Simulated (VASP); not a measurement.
Level of theory: TPSS meta-GGA, VASP's PBE PAW potentials (set 64) (plane waves; VASP).

VASP ran on this input.

File KPOINTS:
```
Automatic mesh
0
G
 17 17 9
0 0 0
```

### INCAR
```
SYSTEM = Be
PREC = Accurate
ENCUT = 520
EDIFF = 1E-6
NELM = 100
ALGO = Normal
LREAL = .FALSE.
LASPH = .TRUE.
ISMEAR = 1
SIGMA = 0.1
METAGGA = TPSS
LMIXTAU = .TRUE.
LWAVE = .FALSE.
LCHARG = .FALSE.
IBRION = 2
ISIF = 3
NSW = 60
EDIFFG = -0.01
```

### POSCAR
```
Be
1
    1.1329673412    -1.9623568292    -0.0000000000
    1.1329673412     1.9623568292    -0.0000000000
    0.0000000000    -0.0000000000     3.5600612413
Be
2
Direct
  0.3333330000   0.6666670000   0.2500000000
  0.6666670000   0.3333330000   0.7500000000
```

POTCAR, in this order: Be (PBE.64 set). Program: vasp_std.

**Question.** Predict the energy per atom (σ→0), band gap (on the k-mesh).

**Answer.** 
The energy per atom (σ→0) comes out as -4.774 eV/atom and the band gap (on the k-mesh) comes out as none (metal, semimetal or under 0.01 eV).

**OSZICAR**
```
...
DAV:  10    -0.954708899294E+01   -0.87332E-01   -0.23266E-01  2880   0.836E+00    0.666E-02
DAV:  11    -0.954494863122E+01    0.21404E-02   -0.59303E-04  2730   0.322E-01    0.507E-02
DAV:  12    -0.954752002851E+01   -0.25714E-02   -0.73926E-04  2478   0.366E-01    0.291E-02
DAV:  13    -0.954770537020E+01   -0.18534E-03   -0.66558E-05  2406   0.111E-01    0.253E-02
DAV:  14    -0.954773859954E+01   -0.33229E-04   -0.67960E-06  2670   0.371E-02    0.162E-02
DAV:  15    -0.954773270716E+01    0.58924E-05   -0.54747E-06  2280   0.336E-02    0.192E-03
DAV:  16    -0.954773308782E+01   -0.38066E-06   -0.22815E-07  1650   0.710E-03
   1 F= -.95477331E+01 E0= -.95478211E+01  d E =-.954773E+01
```

The compound is Be in the hcp structure. It was relaxed first. The start is the result of an earlier pass.
